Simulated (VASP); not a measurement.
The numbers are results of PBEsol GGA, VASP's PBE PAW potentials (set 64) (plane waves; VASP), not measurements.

Gaps are without spin-orbit coupling.

Question: Order these relaxed crystals by band gap, smallest first: Al2O3, R-3c (167); AlGaAs2, R3m (160); HfO2, Fm-3m (225); ZnCdS2, P3m1 (156).

Answer: AlGaAs2, R3m (160) (0.82 eV), ZnCdS2, P3m1 (156) (1.32 eV), HfO2, Fm-3m (225) (3.75 eV), Al2O3, R-3c (167) (6.04 eV)
